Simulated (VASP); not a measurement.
Calculation: PBEsol GGA, VASP's PBE PAW potentials (set 64) (plane waves; VASP 6.6.1).

Input for VASP

### KPOINTS
```
K-points
0
Gamma
 7 7 2
```

**POSCAR**
```
CdZn3Te4
1
    0.0000000000     3.0799649947     3.0799649947
    3.0799649947     0.0000000000     3.0799649947
   12.3575840200    12.3575840200    -0.0377240412
Zn Te Cd
3 4 1
Direct
  0.9883990039   0.9883990039   0.0087007471
  0.9995617779   0.9995617779   0.2503286665
  0.0096787772   0.0096787772   0.4927409171
  0.2442774189   0.2442774189   0.0667919358
  0.2548733767   0.2548733767   0.3088449674
  0.2652190619   0.2652190619   0.5510857036
  0.2330589680   0.2330589680   0.8252057740
  0.0049316153   0.0049316153   0.7463012885
```

**INCAR**
```
! general
SYSTEM =CdZn3Te4
PREC   =Accurate
ENCUT  =400
LREAL  =.FALSE.
LASPH  =.TRUE.

! electronic loop
EDIFF  =1E-7
NELM   =100
ALGO   =Normal
LMAXMIX=4

! smearing
ISMEAR =-5

! functional
GGA    =PS

! ions
ISIF   =2

! output
LWAVE  =.FALSE.
LCHARG =.TRUE.
LORBIT =11
NEDOS  =601

! other
LEFG   =.TRUE.
```

POTCAR, in this order: Zn Te Cd (PBE.64 set). Program: vasp_std.

Output of the run:

OSZICAR:
```
       N       E                     dE             d eps       ncg     rms          rms(c)
DAV:   1     0.453018330603E+03    0.45302E+03   -0.27367E+04  2752   0.140E+03
DAV:   2     0.207153647032E+02   -0.43230E+03   -0.42185E+03  2832   0.344E+02
DAV:   3    -0.227035124425E+02   -0.43419E+02   -0.43087E+02  3121   0.115E+02
DAV:   4    -0.239801159571E+02   -0.12766E+01   -0.12738E+01  3239   0.184E+01
DAV:   5    -0.240105643170E+02   -0.30448E-01   -0.30445E-01  3431   0.264E+00    0.104E+01
DAV:   6    -0.231481501029E+02    0.86241E+00   -0.30960E+00  3484   0.284E+01    0.801E+00
DAV:   7    -0.231219196990E+02    0.26230E-01   -0.12369E+00  2986   0.616E+00    0.317E+00
DAV:   8    -0.231182132163E+02    0.37065E-02   -0.43777E-02  3202   0.182E+00    0.108E+00
DAV:   9    -0.231148746804E+02    0.33385E-02   -0.11173E-02  3434   0.117E+00    0.556E-01
DAV:  10    -0.231144887543E+02    0.38593E-03   -0.50014E-03  3250   0.750E-01    0.134E-01
DAV:  11    -0.231145114002E+02   -0.22646E-04   -0.59196E-04  3071   0.380E-01    0.521E-02
DAV:  12    -0.231145125583E+02   -0.11581E-05   -0.12899E-04  3229   0.137E-01    0.260E-02
DAV:  13    -0.231145211554E+02   -0.85971E-05   -0.17342E-05  2996   0.279E-02    0.177E-02
DAV:  14    -0.231145249368E+02   -0.37814E-05   -0.87153E-06  2956   0.198E-02    0.372E-03
DAV:  15    -0.231145250641E+02   -0.12724E-06   -0.10208E-06  3293   0.173E-02    0.220E-03
DAV:  16    -0.231145252139E+02   -0.14981E-06   -0.40258E-07  2704   0.451E-03    0.913E-04
DAV:  17    -0.231145252045E+02    0.93441E-08   -0.86379E-08  1846   0.450E-03
   1 F= -.23114525E+02 E0= -.23114525E+02  d E =0.000000E+00
```

### OUTCAR
```
------------------------ aborting loop because EDIFF is reached ----------------------------------------
  FORCE on cell =-STRESS in cart. coord.  units (eV):
  Direction    XX          YY          ZZ          XY          YZ          ZX
  --------------------------------------------------------------------------------------
  Total        0.0082217      0.0082217      0.0082217      0.0322711     -0.0322711     -0.0322711
  in kB        0.0560991      0.0560991      0.0560991      0.2201947     -0.2201947     -0.2201947
  external PRESSURE =       0.0560991 kB  Pullay stress =       0.0000000 kB
  volume of cell :      234.81
      direct lattice vectors                 reciprocal lattice vectors
     0.000000000  3.079964995  3.079964995    -0.162092098  0.162586917  0.162092098
     3.079964995  0.000000000  3.079964995     0.162586917 -0.162092098  0.162092098
    12.357584020 12.357584020 -0.037724041     0.040399320  0.040399320 -0.040399320
 POSITION                                       TOTAL-FORCE (eV/Angst)
 -----------------------------------------------------------------------------------
      3.15175      3.15175      6.08814        -0.009071     -0.009071      0.009071
      6.17207      6.17207      6.14779         0.006737      0.006737     -0.006737
      6.11890      6.11890      0.04103        -0.005699     -0.005699      0.005699
      1.57775      1.57775      1.50221        -0.011438     -0.011438      0.011438
      4.60158      4.60158      1.55835         0.006231      0.006231     -0.006231
      7.62695      7.62695      1.61294         0.007607      0.007607     -0.007607
     10.91536     10.91536      1.40450         0.005128      0.005128     -0.005128
      9.23767      9.23767      0.00222         0.000504      0.000504     -0.000504
 -----------------------------------------------------------------------------------
    total drift:                                0.000076      0.000076      0.000041
  FREE ENERGIE OF THE ION-ELECTRON SYSTEM (eV)
  ---------------------------------------------------
  free  energy   TOTEN  =       -23.1145252045 eV

  energy  without entropy=      -23.1145252045  energy(sigma->0) =      -23.11452520

 total charge

# of ion       s       p       d       tot
------------------------------------------
    1        0.557   0.429   9.758  10.745
    2        0.558   0.432   9.757  10.748
    3        0.558   0.430   9.758  10.746
    4        1.347   2.061   0.029   3.437
    5        1.347   2.061   0.028   3.437
    6        1.348   2.055   0.027   3.429
    7        1.350   2.079   0.027   3.455
    8        0.483   0.351   9.522  10.355
--------------------------------------------------
tot          7.548   9.898  38.906  56.352

 Electric field gradients after diagonalization (V/A^2)
 (convention: |V_zz| > |V_xx| > |V_yy|)
----------------------------------------------------------------------
 ion       V_xx      V_yy      V_zz     asymmetry (V_yy - V_xx)/ V_zz
----------------------------------------------------------------------
   1      -0.025    -0.008     0.032       0.521
   2       2.318     2.306    -4.625       0.003
   3       2.073     2.050    -4.123       0.006
   4      12.699    12.699   -25.397       0.000
   5      12.281    12.281   -24.562       0.000
   6       2.604     2.604    -5.208       0.000
   7     -45.301   -45.300    90.601       0.000
   8       1.120     1.115    -2.236       0.002
```
(Selected blocks of OUTCAR.)

The structure was generated: CdZn3Te4 was put into an ordered model structure (R3m), which need not be its known phase. It was relaxed first.
